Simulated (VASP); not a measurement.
All values below come from PBEsol GGA, VASP's PBE PAW potentials (set 64) (plane waves; VASP 6.6.1).

Input for VASP

**INCAR**
```
ALGO  =  Normal
EDIFF  =  1E-6
EDIFFG  =  -0.02
ENCUT  =  500
GGA  =  PS
IBRION  =  2
ISIF  =  3
ISMEAR  =  1
LASPH  =  .TRUE.
LCHARG  =  .FALSE.
LMAXMIX  =  6
LREAL  =  .FALSE.
LWAVE  =  .FALSE.
NELM  =  100
NSW  =  40
PREC  =  Accurate
SIGMA  =  0.1
SYSTEM  =  AuZn
```

KPOINTS:
```
Automatic mesh
0
gamma
 12 12 12
0 0 0
```

POSCAR:
```
AuZn
1
    3.1296849776    -0.0000000000     0.0000000000
    0.0000000000     3.1296849776    -0.0000000000
    0.0000000000     0.0000000000     3.1296849776
Zn Au
1 1
Direct
  0.5000000000   0.5000000000   0.5000000000
  0.0000000000   0.0000000000   0.0000000000
```

POTCAR, in this order: Zn Au (PBE.64 set). Program: vasp_std.

The run wrote:

File OSZICAR:
```
       N       E                     dE             d eps       ncg     rms          rms(c)
DAV:   1     0.121876336751E+03    0.12188E+03   -0.11460E+04  2568   0.192E+03
DAV:   2    -0.261120656301E+01   -0.12449E+03   -0.12055E+03  2639   0.338E+02
DAV:   3    -0.650671051355E+01   -0.38955E+01   -0.38846E+01  3087   0.687E+01
DAV:   4    -0.653089533278E+01   -0.24185E-01   -0.24180E-01  2905   0.462E+00
DAV:   5    -0.653115089845E+01   -0.25557E-03   -0.25556E-03  3171   0.494E-01    0.919E+00
DAV:   6    -0.599527318434E+01    0.53588E+00   -0.18650E+00  2590   0.172E+01    0.562E+00
DAV:   7    -0.596550360967E+01    0.29770E-01   -0.43085E-02  3479   0.395E+00    0.297E+00
DAV:   8    -0.595537297996E+01    0.10131E-01   -0.80385E-03  3254   0.115E+00    0.119E-01
DAV:   9    -0.595540104099E+01   -0.28061E-04   -0.37290E-04  2835   0.241E-01    0.591E-02
DAV:  10    -0.595540772114E+01   -0.66801E-05   -0.21956E-05  3249   0.733E-02    0.152E-02
DAV:  11    -0.595540771151E+01    0.96270E-08   -0.43319E-06  2520   0.386E-02
   1 F= -.59554077E+01 E0= -.59552926E+01  d E =-.595541E+01
```

File OUTCAR:
```
------------------------ aborting loop because EDIFF is reached ----------------------------------------
  FORCE on cell =-STRESS in cart. coord.  units (eV):
  Direction    XX          YY          ZZ          XY          YZ          ZX
  --------------------------------------------------------------------------------------
  Total       -0.0097767     -0.0097767     -0.0097767      0.0000000      0.0000000     -0.0000000
  in kB       -0.5109770     -0.5109770     -0.5109770      0.0000000      0.0000000     -0.0000000
  external PRESSURE =      -0.5109770 kB  Pullay stress =       0.0000000 kB
  volume of cell :       30.66
      direct lattice vectors                 reciprocal lattice vectors
     3.129684978  0.000000000  0.000000000     0.319520976  0.000000000  0.000000000
     0.000000000  3.129684978  0.000000000     0.000000000  0.319520976  0.000000000
     0.000000000  0.000000000  3.129684978     0.000000000  0.000000000  0.319520976
 POSITION                                       TOTAL-FORCE (eV/Angst)
 -----------------------------------------------------------------------------------
      1.56484      1.56484      1.56484         0.000000      0.000000      0.000000
      0.00000      0.00000      0.00000         0.000000      0.000000      0.000000
 -----------------------------------------------------------------------------------
    total drift:                                0.000000      0.000000     -0.000000
  FREE ENERGIE OF THE ION-ELECTRON SYSTEM (eV)
  ---------------------------------------------------
  free  energy   TOTEN  =        -5.9554077115 eV

  energy  without entropy=       -5.9550623134  energy(sigma->0) =       -5.95529258

 reached required accuracy - stopping structural energy minimisation
```
(Selected blocks of OUTCAR.)

File OUTCAR:
```
 val. band max:        7.0198035699   @ k =   0.4167   0.4167   0.1667

 cond. band min:       7.1836667452   @ k =   0.5000   0.4167   0.2500


 Fermi energy:         7.1801335721

 k-point     1 :       0.0000    0.0000    0.0000
  band No.  band energies     occupation
      1      -3.7020      2.00000
      2      -1.0665      2.00000
      3      -1.0665      2.00000
      4      -0.3242      2.00000
      5      -0.3242      2.00000
      6      -0.3242      2.00000
      7       1.6435      2.00000
      8       1.6435      2.00000
      9       3.3654      2.00000
     10       3.3654      2.00000
     11       3.3654      2.00000
     12      12.0956      0.00000
     13      12.0956      0.00000
     14      12.0956      0.00000
     15      16.1489      0.00000

 k-point     2 :       0.0833    0.0000    0.0000
  band No.  band energies     occupation
      1      -3.5768      2.00000
      2      -1.0373      2.00000
      3      -1.0276      2.00000
      4      -0.3256      2.00000
      5      -0.3256      2.00000
      6      -0.3132      2.00000
      7       1.6215      2.00000
      8       1.6770      2.00000
      9       3.2676      2.00000
     10       3.2676      2.00000
     11       3.3545      2.00000
     12      11.1493      0.00000
     13      12.3338      0.00000
     14      12.3338      0.00000
     15      16.7218      0.00000

 k-point     3 :       0.1667    0.0000    0.0000
  band No.  band energies     occupation
      1      -3.2089      2.00000
      2      -0.9546      2.00000
      3      -0.9225      2.00000
      4      -0.3285      2.00000
      5      -0.3285      2.00000
      6      -0.2827      2.00000
      7       1.5583      2.00000
      8       1.7678      2.00000
      9       3.0153      2.00000
     10       3.0153      2.00000
     11       3.3243      2.00000
     12       9.3875      0.00000
     13      13.0071      0.00000
     14      13.0071      0.00000
     15      17.3111      0.00000
...
```

Unless said otherwise, spin-orbit coupling is left out, though it shifts the bands of the heavy elements here.

The compound is AuZn in the CsCl type structure. It was relaxed first. The electron count is odd and the run is not spin-polarised, which forces a metal.
